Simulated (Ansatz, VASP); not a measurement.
# Sb (antimonene monolayer): VASP beside Ansatz

Wanted: the spread between two codes on one cell, functional and k mesh. The structure shown is the start of the Ansatz relaxation below; VASP solves that cell, so the two are compared at the walk's first step.

Main program and level: Ansatz 0.2.0; plane waves, with VASP 6.6.1 beside it; single point at PBE with D3(BJ).

### Step 1. The structure

The cell holds 2 atoms: 2 Sb. Its edges and angles: a = 4.120 Å, b = 4.120 Å, c = 34.250 Å, α = 90.0°, β = 90.0°, γ = 120.0°. Vacuum lies along c.

### Step 2. Ansatz: relaxation, PBE with D3(BJ)

Ansatz runs on its default PAW (the set named soft_2) files.

The two programs are compared at the cell with which this relaxation starts, whose forces are those of its first step.

input.yaml

```yaml
crystal:
  lattice:
    - [4.12, 0.0, 0.0]
    - [-2.06, 3.5680246636, 0.0]
    - [0.0, 0.0, 34.249999999]
  atoms:
    - { symbol: Sb, position: [0.6666666667, 0.3333333333, 0.4759124088] }
    - { symbol: Sb, position: [0.3333333333, 0.6666666667, 0.5240875912] }
  periodic: [true, true, false]
kpoints:
  mp_grid: { grid: [12, 12, 1] }
hamiltonian:
  xc: pbe
  dispersion: d3bj
scf:
  occupations: { method: fermi_dirac, width: 0.05 }
  convergence: { dr2_threshold: 1.0e-09 }
relax:
  f_tol: 0.004
  max_steps: 90
  cell: {}
output:
  write_potential: true
  write_density: true
  volumetric_format: npy
```

The run is started by

```
$ ansatz run input.yaml --threads 2 --pin off --max-ram 3072MiB --backend cpu --events-out ev --progress --plain --runs-dir out
```

Numbers of over 12 decimals in the logs are rounded to 6 here.

The program printed:

```text
Warning: relax.cell: scf.convergence.dr2_threshold = 1e-9 eV is looser than the 1.47359501995e-10 eV advised for a relaxation that steers and ends on the stress (1e-10 eV for each atom of the cell: 2, times the square of relax.cell.stress_2d_tol = 0.05 N/m over 11.6 Å (the atoms' height at the walk's start and 5 Å past either face), 4.292e-2 GPa, over a crystal's default 0.05). What an SCF threshold leaves in a stress goes as its square root, and in the free energy as the threshold itself, and one threshold admits the most on a small cell: [figures from the program's tests cut] Set scf.convergence.dr2_threshold to 1.47359501995e-10 eV or tighter. [rest of the remark cut]
Engine: ansatz 0.2.0, x86_64-unknown-linux-gnu
Pseudopotentials: kind: paw
Pseudopotential: Sb, paw, valence charge 15, recommended cutoff 420 eV (normal), Sb.paw.azcp
Functional definition: PBE
  parameter kappa = 0.804
  parameter beta = 0.066725
  exchange = pbe_x(kappa = kappa, mu = beta*pi^2/3)
  correlation = pbe_c(beta = beta)
Crystal: 2 atoms, lattice volume = 503.484 Å³
Basis set: ecut = 420 eV, 9751 PW (Γ), exchange–correlation on 60×60×480 points (8 copies of the dense FFT grid, shifted against one another)
Bands: 19, of which v1, the nominal top of the filled ones, is band 15 counted from 1 (14 counted from 0)
Symmetry: 12 space group operations
Space group: P-3m1 (ITA 164), of the structure as read, at distance tolerance 8.0e-5 Å
k-points: 19 of 144
Non-local potential: Sb, projectors of the file, l = 0: 2, l = 1: 2, l = 2: 2, l = 3: 2
PAW form: soft (Blöchl's): semilocal exchange-correlation on the pseudo side does not see the compensation charge
PAW one-centre angular grid: Sb, 590 points (default); XC on 64 Gauss nodes
Initial density: superposition of atomic densities (neutral atoms: chi_scale 0, normalization atom), corrected by the library's trained network
Initial wavefunctions: pseudopotential atomic-orbital guess
Functional: x = pbe(κ = 0.804, μ = 0.219515), c = pbe(β = 0.066725)
SCF iter   1: F=—  HF=-12969.282667 eV  |F-HF|=—  |Δ(HF+E_count)|=         —  Δρ=6.14e-4  dr2=3.29e-3  ethr=1.77e-3  ⟨swp⟩=12.5  Hψ=2884  notcnv=0
preconditioner: auto → Resta (q_TF=auto, 1.705 Å⁻¹)  ε∞=1.4  [insulator: Δε(μ)=1.279 eV  Ē_g=7.827 eV  σ=0.050 eV  W_gap=1.00  n_scr=18 (ndim 8)  ℏωp=5.2 eV  f_vac=0.818  D(μ)=0.00/eV (n_scr^D=0)  ε∞_Penn≈1.4  vacuum switching on, ρ_ref=4.4e-3 e/Å³]
SCF iter   2: F=—  HF=-12969.281671 eV  |F-HF|=—  |Δ(HF+E_count)|=   9.96e-4  Δρ=3.62e-4  dr2=9.95e-4  ethr=1.10e-5  ⟨swp⟩=3.2  Hψ=985  notcnv=0
SCF iter   3: F=—  HF=-12969.282325 eV  |F-HF|=—  |Δ(HF+E_count)|=   6.54e-4  Δρ=1.29e-4  dr2=7.33e-5  ethr=3.32e-6  ⟨swp⟩=2.9  Hψ=772  notcnv=0
SCF iter   4: F=—  HF=-12969.282426 eV  |F-HF|=—  |Δ(HF+E_count)|=   1.01e-4  Δρ=3.73e-5  dr2=6.35e-6  ethr=2.44e-7  ⟨swp⟩=3.0  Hψ=762  notcnv=0
SCF iter   5: F=—  HF=-12969.282438 eV  |F-HF|=—  |Δ(HF+E_count)|=   1.15e-5  Δρ=1.06e-5  dr2=7.08e-7  ethr=2.12e-8  ⟨swp⟩=2.9  Hψ=727  notcnv=0
SCF iter   6: F=—  HF=-12969.282453 eV  |F-HF|=—  |Δ(HF+E_count)|=   1.56e-5  Δρ=2.44e-6  dr2=3.30e-8  ethr=2.36e-9  ⟨swp⟩=3.0  Hψ=734  notcnv=0
SCF iter   7: F=—  HF=-12969.282453 eV  |F-HF|=—  |Δ(HF+E_count)|=   2.87e-8  Δρ=3.60e-7  dr2=1.18e-9  ethr=1.10e-10  ⟨swp⟩=3.0  Hψ=762  notcnv=0
SCF iter   8: F=-12969.282453 eV  HF=-12969.282453 eV  |F-HF|=2.64e-10  |Δ(HF+E_count)|=   1.78e-9  Δρ=7.50e-8  dr2=3.82e-11  ethr=3.33e-12  ⟨swp⟩=10.9  Hψ=2283  notcnv=0
SCF 1 converged in 8 iterations: F = -12969.282453 eV  dr2 = 3.82e-11
  greatest PAW one-centre occupation: 0.996 electrons in one spin orbital (limit 2), on the Sb atom at site 1 (counted from 0), in its partial waves of l = 2
relax step   1: F+E_penalty+E_count = -12969.28245339 eV  Δ(F+E_penalty+E_count) = +0.000e0 eV  max|allowed force component| = 1.606e-1 eV/Å  Δτ_max = 0.0000 Å  P = -0.632 N/m  Ω = 503.484 Å³  fix = [c, alpha, beta]  reactions: c -0.000 N/m  (8 SCF iters, accepted)
[...]
relax step   3: F+E_penalty+E_count = -12969.28951572 eV  Δ(F+E_penalty+E_count) = -5.945e-3 eV  max|allowed force component| = 2.878e-2 eV/Å  Δτ_max = 0.0166 Å  P = -0.144 N/m  Ω = 494.703 Å³  energy of the carried Pulay correction = +2.125e-4 eV  fix = [c, alpha, beta]  reactions: c -0.000 N/m  (6 SCF iters, accepted)
[...]
relax step   4: F+E_penalty+E_count = -12969.29024641 eV  Δ(F+E_penalty+E_count) = -7.307e-4 eV  max|allowed force component| = 8.753e-3 eV/Å  Δτ_max = 0.0045 Å  P = -0.042 N/m  Ω = 491.425 Å³  energy of the carried Pulay correction = +2.928e-4 eV  fix = [c, alpha, beta]  reactions: c -0.000 N/m  (6 SCF iters, accepted)
[...]
relax step   5: F+E_penalty+E_count = -12969.29029678 eV  Δ(F+E_penalty+E_count) = -5.036e-5 eV  max|allowed force component| = 7.894e-4 eV/Å  Δτ_max = 0.0002 Å  P = -0.003 N/m  Ω = 490.643 Å³  energy of the carried Pulay correction = +3.120e-4 eV  fix = [c, alpha, beta]  reactions: c -0.000 N/m  (4 SCF iters, accepted)
[...]
relax step   6: F+E_penalty+E_count = -12969.28996665 eV  Δ(F+E_penalty+E_count) = +3.301e-4 eV  max|allowed force component| = 7.154e-4 eV/Å  Δτ_max = 0.0000 Å  P = -0.002 N/m  Ω = 490.643 Å³  fix = [c, alpha, beta]  reactions: c -0.000 N/m  stress off target by 1.96e-3 N/m on what of the cell is left free  SCF on the basis re-selected at this cell (its energy is not comparable with the rows above)  (4 SCF iters)
basis re-selected at this cell: Δ(F+E_penalty+E_count) = +3.301e-4 eV, ΔP = +0.001 N/m vs the last step (what re-selecting the basis moved, of the pressure what is left beyond the Pulay correction that the steps carried, after the strain that the cell walked since its last selection, with what the two solves' SCF thresholds leave and, on support functions, any second-order correction that the steps lacked; it is no m [...]
SCF converged after 4 iterations
Free energy (F): -12969.289967 eV
Harris-Foulkes:  -12969.289967 eV  (|F-HF|=1.53e-10)
Internal energy: -12969.289966 eV  (E = F + TS)
E sigma→0 (E₀):  -12969.289966 eV
Entropy (-TS):   -0.000001 eV (-0.000 meV/atom)
Fermi energy:    -4.134718 eV
--- Per-component energies (eV) ---
  E_band       = -757.497783
  E_kinetic    = 412.964947
  E_local      = -45684.554658  (includes V_loc(G=0)·N_el)
  E_nonlocal   = 724.320867
  E_hartree    = 22484.778128
  E_xc         = -275.933369
  E_vxc        = -191.066718  (∫ρ·V_xc dr)
  E_paw        = -9150.587544  (= ΣΔE_a)
  E_vpaw       = -988.719344  (= ΣTr[D̂ρ^β])
  E_aug_tail   = -0.000003  (compensation charges beyond the density's cutoff)
  E_ewald      = 18520.195024
  E_disp       = -0.473357  (pairwise vdW)
  E_smearing   = -0.000001  (= −TS)
  E_closure    = 0.000000  (closes the sum)
  Σ components = -12969.289967   (vs F -12969.289967, Δ=0.00e0)
--- Forces (eV/Å), atoms counted from 1 ---
  atom   1  Sb     0.00000000     0.00000000     0.00071535
  atom   2  Sb    -0.00000000    -0.00000000    -0.00071535
  max |Σ_I F_I| component: 0.00e0 eV/Å
--- 2D stress c σ (N/m, compression-positive) ---
       -0.001957      -0.000000       0.000000
        0.000000      -0.001957       0.000000
        0.000000       0.000000      -0.000000
  P = ½ c Tr σ = -0.0020 N/m
--- Band table (eV; the first three rows and the last of 19) ---
  k-point 0: bands = [... 11 lower, -11.1811, -5.5094, -4.6929, -4.6929, -3.0280, -1.9088, -1.9088, -0.5437]
  k-point 1: bands = [... 11 lower, -11.1709, -5.4736, -5.4405, -4.8716, -2.5622, -1.9873, -1.7413, -0.4340]
  k-point 2: bands = [... 11 lower, -11.1739, -6.5631, -5.3956, -5.2661, -2.9512, -1.4250, -1.3765, -0.1789]
  k-point 18: bands = [... 11 lower, -13.2789, -8.3764, -6.6493, -6.6493, -3.3739, -1.2021, -1.2021, 1.8355]
  the weakly bound empty levels are not read free of the cell's end (no_gap_told)
--- Relaxed structure (5 steps of the walk, 5 accepted, 1 SCFs on fresh bases) ---
  F+E_penalty+E_count = -12969.28996665 eV   max|allowed force component| = 7.154e-4 eV/Å   (the final SCF, on the basis selected at the relaxed cell)
  cell:  # Å, volume = 490.6427 Å³
    - [4.067121, 0, 0]
    - [-2.033560, 3.522230, 0]
    - [0, 0, 34.249999999]
  atoms:
    - { symbol: Sb, position: [0.666667, 0.333333, 0.475898] }
    - { symbol: Sb, position: [0.333333, 0.666667, 0.524102] }
```

Reading the cycles: dr2 is the Hartree energy of the density residual (eV), the measure of convergence; HF is the Harris–Foulkes estimate of the energy, which meets the free energy F at convergence.

### Step 3. VASP: single point, PBE with D3(BJ), start cell

The same cell, functional, mesh and smearing now go to VASP, with its own data sets.

Lines of VASP's logs that name or quote its potential files are left out, and so is its time.

INCAR

```
SYSTEM = Sb
PREC = Accurate
ENCUT = 400
EDIFF = 1E-06
NELM = 120
ISMEAR = -1
SIGMA = 0.05
LREAL = .FALSE.
ALGO = Normal
GGA = PE
IVDW = 12
NBANDS = 11
LORBIT = 11
LWAVE = .FALSE.
LCHARG = .FALSE.
ISIF = 2
LDIPOL = .TRUE.
IDIPOL = 3
DIPOL = 0.5 0.5 0.5
LVHAR = .TRUE.
LASPH = .TRUE.
GGA_COMPAT = .FALSE.
EFERMI = MIDGAP
NELMDL = -8
```

POSCAR

```
Sb
1.0
    4.1200000000      0.0000000000      0.0000000000
   -2.0600000000      3.5680250000      0.0000000000
    0.0000000000      0.0000000000     34.2500000000
Sb
2
Direct
    0.6666667134      0.3333334268      0.4759124088
    0.3333333801      0.6666667601      0.5240875912
```

KPOINTS

```
Automatic mesh
0
Gamma
12 12 1
0 0 0
```

The projector-augmented-wave data sets are Sb (PBE family, release 64).

The run is started by

```
$ mpirun -np 1 vasp_std
```

The program printed:

```text
[banner, memory and clock lines left out]
running    1 mpi-ranks, on    1 nodes
 distrk:  each k-point on    1 cores,    1 groups
 distr:  one band on    1 cores,    1 groups

 POSCAR found type information on POSCAR Sb
 POSCAR found :  1 types and       2 ions
 LDA part: xc-table for (Slater+PW92), standard interpolation
 POSCAR, INCAR and KPOINTS ok, starting setup
 FFT: planning ... GRIDC
 FFT: planning ... GRID_SOFT
 FFT: planning ... GRID
 WAVECAR not read
 entering main loop
       N       E                     dE             d eps       ncg     rms          rms(c)
DAV:   1     0.544509825049E+02    0.54451E+02   -0.20974E+03   418   0.435E+02
DAV:   2    -0.344002308565E+01   -0.57891E+02   -0.51481E+02   674   0.767E+01
DAV:   3    -0.808780669398E+01   -0.46478E+01   -0.46417E+01   675   0.307E+01
DAV:   4    -0.814814297032E+01   -0.60336E-01   -0.60328E-01   544   0.422E+00
DAV:   5    -0.815027253590E+01   -0.21296E-02   -0.21296E-02   603   0.849E-01
DAV:   6    -0.815029601824E+01   -0.23482E-04   -0.23482E-04   558   0.802E-02
DAV:   7    -0.815029740378E+01   -0.13855E-05   -0.13856E-05   636   0.166E-02
DAV:   8    -0.815029741482E+01   -0.11047E-07   -0.10788E-07   454   0.144E-03    0.291E+00
DAV:   9    -0.812437157792E+01    0.25926E-01   -0.12841E-02   478   0.582E-01    0.180E+00
DAV:  10    -0.810637519935E+01    0.17996E-01   -0.34608E-02   496   0.947E-01    0.991E-02
DAV:  11    -0.810627666219E+01    0.98537E-04   -0.17654E-03   561   0.224E-01    0.399E-02
DAV:  12    -0.810606079301E+01    0.21587E-03   -0.26837E-04   583   0.817E-02    0.194E-02
DAV:  13    -0.810603839782E+01    0.22395E-04   -0.50950E-05   540   0.312E-02    0.119E-02
DAV:  14    -0.810606223669E+01   -0.23839E-04   -0.44336E-05   454   0.235E-02    0.678E-03
DAV:  15    -0.810617814886E+01   -0.11591E-03   -0.27261E-05   453   0.192E-02    0.331E-03
DAV:  16    -0.810628867592E+01   -0.11053E-03   -0.92338E-06   486   0.118E-02    0.198E-03
DAV:  17    -0.810633851246E+01   -0.49837E-04   -0.17244E-06   574   0.532E-03    0.120E-03
DAV:  18    -0.810636559197E+01   -0.27080E-04   -0.84146E-07   534   0.277E-03    0.567E-04
DAV:  19    -0.810637645928E+01   -0.10867E-04   -0.29780E-07   559   0.142E-03    0.443E-04
DAV:  20    -0.810638021995E+01   -0.37607E-05   -0.66477E-08   491   0.680E-04    0.148E-04
DAV:  21    -0.810638223960E+01   -0.20196E-05   -0.45577E-08   400   0.528E-04    0.918E-05
DAV:  22    -0.810638293373E+01   -0.69413E-06   -0.12810E-08   425   0.247E-04
   1 F= -.85668110E+01 E0= -.85668109E+01  d E =-.254754E-06
```

Parts of OUTCAR (step 3):

```text
ion  position               nearest neighbor table
   1  0.667  0.333  0.476-   2 2.89   2 2.89   2 2.89
   2  0.333  0.667  0.524-   1 2.89   1 2.89   1 2.89

  LATTYP: Found a hexagonal cell.
 ALAT       =     4.1200000000
 C/A-ratio  =     8.3131067961

 Subroutine GETGRP returns: Found 12 space group operations
 (whereof 12 operations were pure point group operations)

The static configuration has the point symmetry D_3d.

 Found     19 irreducible k-points:

   k-points           NKPTS =     19   k-points in BZ     NKDIM =     19   number of bands    NBANDS=     11

   dimension x,y,z NGX =    28 NGY =   28 NGZ =  224
   dimension x,y,z NGXF=    56 NGYF=   56 NGZF=  448

   ENCUT  =  400.0 eV  29.40 Ry    5.42 a.u.   6.72  6.72 55.85*2*pi/ulx,y,z

   NELECT =      10.0000    total number of electrons

 k-points in reciprocal lattice and weights: Automatic mesh
   0.00000000  0.00000000  0.00000000       0.007
   0.08333333  0.00000000  0.00000000       0.042
   0.16666667  0.00000000  0.00000000       0.042
   0.25000000  0.00000000  0.00000000       0.042
   0.33333333  0.00000000  0.00000000       0.042
   0.41666667  0.00000000  0.00000000       0.042
   0.50000000  0.00000000  0.00000000       0.021
   0.08333333  0.08333333  0.00000000       0.042
   0.16666667  0.08333333  0.00000000       0.083
[...]
0.33333333  0.25000000  0.00000000       0.083
   0.33333333  0.33333333  0.00000000       0.014

 dipolmoment           0.000000      0.000000      0.000000 electrons x Angstroem

 average (electrostatic) potential at core
       1 -95.7321       2 -95.7321

 E-fermi :  -2.8484

 k-point     1 :       0.0000    0.0000    0.0000
  band No.  band energies     occupation
      1     -14.7036      2.00000
      2      -9.7697      2.00000
      3      -4.0650      2.00000
      4      -3.4501      1.99999
      5      -3.4501      1.99999
      6      -1.9004      0.00000
      7      -0.6784      0.00000
      8      -0.6784      0.00000
      9       0.8321      0.00000
     10       1.0917      0.00000
    ...

 k-point     2 :       0.0833    0.0000    0.0000
  band No.  band energies     occupation
      1     -14.6303      2.00000
      2      -9.7675      2.00000
      3      -4.1726      2.00000
      4      -4.0329      2.00000
      5      -3.6186      2.00000
      6      -1.4014      0.00000
      7      -0.7739      0.00000
      8      -0.5170      0.00000
      9       0.9309      0.00000
     10       1.1760      0.00000
    ...

 k-point     3 :       0.1667    0.0000    0.0000
  band No.  band energies     occupation
      1     -14.4127      2.00000
      2      -9.7945      2.00000
      3      -5.2329      2.00000
      4      -3.9932      2.00000
      5      -3.9702      2.00000
      6      -1.6898      0.00000
      7      -0.2040      0.00000
      8      -0.1981      0.00000
      9       1.1720      0.00000
     10       1.4184      0.00000
    ...

 Edisp (eV)   -0.46043

  Total      -0.55309    -0.55309    -0.13992     0.00000    -0.00000     0.00000
  in kB      -1.76005    -1.76005    -0.44526     0.00000    -0.00000     0.00000
  external pressure =       -1.32 kB  Pullay stress =        0.00 kB

  energy-cutoff  :      400.00
  volume of cell :      503.48
      direct lattice vectors                 reciprocal lattice vectors
     4.120000000  0.000000000  0.000000000     0.242718447  0.140133547  0.000000000
    -2.060000000  3.568025000  0.000000000     0.000000000  0.280267095  0.000000000
     0.000000000  0.000000000 34.250000000     0.000000000  0.000000000  0.029197080

 POSITION                                       TOTAL-FORCE (eV/Angst)
 -----------------------------------------------------------------------------------
      2.06000      1.18934     16.30000        -0.000000      0.000000      0.081854
      0.00000      2.37868     17.95000         0.000000     -0.000000     -0.081854
 -----------------------------------------------------------------------------------
    total drift:                               -0.000000     -0.000116      0.000000

  FREE ENERGIE OF THE ION-ELECTRON SYSTEM (eV)
  ---------------------------------------------------
  free  energy   TOTEN  =        -8.5668109902 eV

  energy  without entropy=       -8.5668107355  energy(sigma->0) =       -8.56681086

 vacuum level on the upper side and lower side of the slab         1.369         1.369

 total charge
# of ion       s       p       d       tot
------------------------------------------
    1        1.212   1.159   0.026   2.397
    2        1.212   1.159   0.026   2.397
--------------------------------------------------
tot          2.424   2.318   0.052   4.793

[... 3 further parts left out ...]
```

### Step 4. Comparison

Known differences besides the potentials themselves: Ansatz cuts the interaction across the vacuum, VASP repeats the sheet with a dipole correction; the data sets hold 30 valence electrons in Ansatz (on its default PAW (the set named soft_2) files) and 10 in VASP; the cutoff is 420 eV in Ansatz and 400 eV in VASP. Total energies have different zeros and are not compared.

Forces (eV/Å; atoms numbered as in POSCAR):

| atom | Ansatz x, y, z | VASP x, y, z |
| --- | --- | --- |
| Sb1 | 0.000, 0.000, 0.161 | 0.000, 0.000, 0.082 |
| Sb2 | 0.000, 0.000, -0.161 | 0.000, 0.000, -0.082 |

The forces differ by 45 meV/Å r.m.s., which is 96.2 % of the r.m.s. force of 0.047 eV/Å (both taken over all components). With vacuum in the cell, a pressure given here is an average over mostly empty space and none of the material.

### Step 5. Further runs

Further runs change the set-up of one program: Ansatz's method, potentials or start, or VASP's data sets, cutoff or form of LDA. The table gives that difference for each run.

| run | r.m.s. force difference (meV/Å) |
| --- | --- |
| as above | 45 |
| VASP with the data sets Sb_d_GW | 0.59 |

### Step 6. What came out

* r.m.s. force difference (single point, PBE with D3(BJ), start cell): 45 meV/Å

The r.m.s. force difference is 45 meV/Å (single point, PBE with D3(BJ), start cell), beyond the 12 meV/Å picked in this series as the mark of a large difference. The data sets hold unlike numbers of valence electrons (30 in Ansatz and 10 in VASP), so part of the differences comes from the potentials. Single point, PBE with D3(BJ), start cell, VASP with the data sets Sb_d_GW: r.m.s. force difference goes from 45 to 0.59 meV/Å. 1 further run of this series is not shown here. How closely two codes agree says nothing of how well the functional describes the real material.

[Lines on the potential files, build, host, timing and source positions are cut from VASP's logs without a mark.]

[Logs are printed without paths, hosts, clocks, repeated set-up lines and the standing remarks that a program may print on its own settings, such as how far it seeks lower states.]

[Hosts, paths, dates, database ids (printed as entryN), source tags and the programs' standing remarks are cut or masked in the printed files.]
